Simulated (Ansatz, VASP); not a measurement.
ReS in VASP and in Ansatz

```
CELL_PARAMETERS angstrom
0.00000 2.59148 2.59148
2.59148 0.00000 2.59148
2.59148 2.59148 0.00000
ATOMIC_POSITIONS crystal
Re 0.00000 0.00000 0.00000
S 0.25965 0.24035 0.25965
```

Alike in both runs: task single point; functional PBEsol; k mesh 10 × 10 × 10; occupations gaussian, width 0.05 eV; collinear spin.

```csv
,VASP,Ansatz
version,VASP 6.6.1,Ansatz 0.2.0
potentials or method,"VASP PAW PBE potentials, release 64 (Re, S)","scalar-relativistic, plane waves, PAW"
plane-wave cutoff (eV),520,420
valence electrons in the cell,13,21
```

Ansatz gave:

* gap on the k mesh at the Fermi level (eV): none
* pressure (GPa): 0.3
* largest component of the traceless stress (GPa): 4.75
* rms of the force components (eV/Å): 0.520
* net moment per atom (μB): 0.00

What did VASP give for the same quantities?

gap on the k mesh at the Fermi level (eV): none; pressure (GPa): 2.3; largest component of the traceless stress (GPa): 5.07; rms of the force components (eV/Å): 0.546; net moment per atom (μB): 0.00.

Atom by atom the forces differ by 0.026 eV/Å (rms over components). A gap of «none» marks a metal or a gap that the smearing closes. With one functional, cell and mesh, what is left measures potentials, basis and numerics. The two sets of potentials don't hold the same shells in valence. Ansatz warned: «seeded_moment_not_kept».

Caveats: the PAW data sets were made with another functional, which shifts forces and pressure a little (VASP). The runs have no spin-orbit coupling, so splittings on Re are missing.
